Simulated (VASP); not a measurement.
All values below come from PBE GGA with D4 dispersion, VASP's PBE PAW potentials (set 64) (plane waves; VASP 6.6.1).

VASP input:

**POSCAR**
```
InSb
1.0
  0.0000000000   3.3008956345   3.3008956345
  3.3008956345   0.0000000000   3.3008956345
  3.3008956345   3.3008956345   0.0000000000
In Sb
1 1
Cart
  0.0000000000   0.0000000000   0.0000000000
  1.6504478172   1.6504478172   1.6504478172
```

### KPOINTS
```
Automatic mesh
0
Gamma
10 10 10
0 0 0
```

INCAR:
```
! general
SYSTEM  = InSb
PREC    = Accurate
ENCUT   = 520   ! plane-wave cut-off (eV)
LREAL   = .False.   ! projection in real space or not
LASPH   = .True.

! electronic loop
EDIFF   = 1E-7
NELM    = 100   ! most electronic steps
ALGO    = Normal   ! blocked Davidson
LMAXMIX = 4

! smearing
ISMEAR  = 1
SIGMA   = 0.1

! functional
GGA     = PE   ! PBE
IVDW    = 13

! ions
ISIF    = 2   ! forces and stress, cell fixed

! output
LWAVE   = .False.
LCHARG  = .False.
```

POTCAR, in this order: In_d Sb (PBE.64 set). Program: vasp_std.

Unless said otherwise, spin-orbit coupling is left out, though it shifts the bands of the heavy elements here.

Problem. Predict the energy per atom (σ→0), dispersion energy, pressure, band gap (on the k-mesh).

Solution. 
```yaml
energy per atom (σ→0): -3.813 eV/atom
dispersion_energy: -0.675 eV
band gap (on the k-mesh): none (metal, semimetal or under 0.01 eV)
pressure: -11.4 kbar
```

File OSZICAR:
```
...
DAV:   9    -0.695003013826E+01   -0.60404E-03   -0.84601E-04  1415   0.289E-01    0.764E-02
DAV:  10    -0.695012192298E+01   -0.91785E-04   -0.72766E-05  1500   0.659E-02    0.314E-02
DAV:  11    -0.695016669539E+01   -0.44772E-04   -0.79836E-05  1292   0.664E-02    0.184E-02
DAV:  12    -0.695016738357E+01   -0.68818E-06   -0.10698E-06  1484   0.812E-03    0.624E-03
DAV:  13    -0.695016822650E+01   -0.84293E-06   -0.19380E-06  1302   0.112E-02    0.345E-03
DAV:  14    -0.695016810180E+01    0.12470E-06   -0.50623E-08  1156   0.157E-03    0.110E-03
DAV:  15    -0.695016813432E+01   -0.32519E-07   -0.20170E-08   741   0.127E-03
   1 F= -.76252827E+01 E0= -.76253695E+01  d E =0.260443E-03
```

The compound is InSb in the zinc blende structure. This cell is one point of a volume scan, at 1.03 of the reference volume.
